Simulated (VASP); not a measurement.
A convergence study with VASP on TiAl (space group no. 123 when undisturbed): a few settings are varied, all else stays as given below, so the limit is that of these other settings. One atom is moved off its site, so that forces are finite.

```yaml
crystal:
  lattice:
    - [2.84415, 0.00000, 0.00000]
    - [0.00000, 2.84415, 0.00000]
    - [0.00000, 0.00000, 4.09035]
  atoms:
    - { symbol: Ti, position: [0.00000, 0.00000, 0.01222] }
    - { symbol: Al, position: [0.50000, 0.50000, 0.50000] }
```

Level of theory: PBE GGA, VASP's PBE PAW potentials (set 64) (plane waves; VASP 6.6.1). The last row used: 300 eV cut-off, 20×20×14 Γ-centred mesh shifted by (0.5, 0.5, 0.5), Gaussian smearing of 0.10 eV, potentials Ti_sv Al.

```tsv
setting	E (eV/atom)	pressure (GPa)	largest force (eV/Å)	irreducible k-points
2×2×2 mesh	-5.3387	5.46	0.093	1
3×3×2 mesh	-6.0362	0.21	0.275	3
3×3×3 mesh	-6.1167	-0.71	0.288	6
4×4×3 mesh	-6.1892	-2.45	0.292	6
5×5×3 mesh	-6.1956	-2.61	0.265	12
5×5×4 mesh	-6.1984	-2.45	0.270	12
6×6×4 mesh	-6.1888	-2.33	0.261	12
7×7×5 mesh	-6.1805	-2.17	0.267	30
8×8×6 mesh	-6.1850	-2.15	0.270	30
9×9×6 mesh	-6.1829	-2.16	0.272	45
10×10×7 mesh	-6.1825	-2.13	0.268	60
11×11×8 mesh	-6.1797	-2.10	0.253	84
12×12×9 mesh	-6.1809	-2.22	0.259	105
13×13×10 mesh	-6.1825	[?]	[?]	140
15×15×11 mesh	-6.1819	-2.10	0.262	216
17×17×12 mesh	-6.1824	-2.21	0.267	270
18×18×13 mesh	[?]	[?]	0.268	315
20×20×14 mesh	-6.1819	-2.21	0.264	385
```

What belongs in the gaps?

- 18×18×13 mesh, E (eV/atom): -6.1823
- 18×18×13 mesh, pressure (GPa): -2.11
- 13×13×10 mesh, pressure (GPa): -2.23
- 13×13×10 mesh, largest force (eV/Å): 0.266

Left out are rungs that failed or repeat a setting and relaxations that didn't move; long series are thinned to 24 rows.

The structure is a typed TiAl crystal (space group no. 123). The cell was not relaxed at this level, it is distorted from the ideal structure. The electron count is odd and the run is not spin-polarised, which forces a metal.
